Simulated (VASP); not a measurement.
Method: TPSS meta-GGA, VASP's PBE PAW potentials (set 64) (plane waves; VASP).

A VASP calculation is set up with these files.

### INCAR
```
SYSTEM = Li2S
PREC = Accurate; ENCUT = 520; LREAL = .False.
LASPH = .True.
EDIFF = 1E-7; NELM = 100; ALGO = Normal
LMIXTAU = .True.
ISMEAR = 0; SIGMA = 0.05
METAGGA = TPSS
ISIF = 2
LWAVE = .False.; LCHARG = .False.
```

**KPOINTS**
```
Automatic mesh
0
Gamma
7 7 7
0 0 0
```

**POSCAR**
```
Li2S
1
    0.0000000000     2.7725506755     2.7725506755
    2.7725506755     0.0000000000     2.7725506755
    2.7725506755     2.7725506755     0.0000000000
Li S
2 1
Direct
  0.2500000000   0.2500000000   0.2500000000
  0.7500000000   0.7500000000   0.7500000000
  1.0000000000   1.0000000000   0.0000000000
```

POTCAR, in this order: Li_sv S (PBE.64 set). Program: vasp_std.

Problem. Estimate the energy per atom (σ→0), pressure.

Solution. 
| Item | Value |
|---|---|
| energy per atom (σ→0) | -6.260 eV/atom |
| pressure | 3.35 GPa |

**OSZICAR**
```
...
DAV:  35    -0.187807119882E+02    0.12827E-05   -0.49972E-06   452   0.422E-02    0.444E-03
DAV:  36    -0.187807160679E+02   -0.40797E-05   -0.46125E-06   434   0.274E-02    0.306E-03
DAV:  37    -0.187807157286E+02    0.33928E-06   -0.39303E-07   400   0.771E-03    0.240E-03
DAV:  38    -0.187807150574E+02    0.67127E-06   -0.39190E-07   438   0.975E-03    0.174E-03
DAV:  39    -0.187807159646E+02   -0.90727E-06   -0.44328E-07   436   0.117E-02    0.120E-03
DAV:  40    -0.187807161720E+02   -0.20734E-06   -0.26281E-07   412   0.986E-03    0.567E-04
DAV:  41    -0.187807161262E+02    0.45824E-07   -0.45252E-08   248   0.415E-03
   1 F= -.18780716E+02 E0= -.18780716E+02  d E =-.517944E-11
```

The compound is Li2S in the antifluorite structure. This cell is one point of a volume scan, at 0.94 of the reference volume.
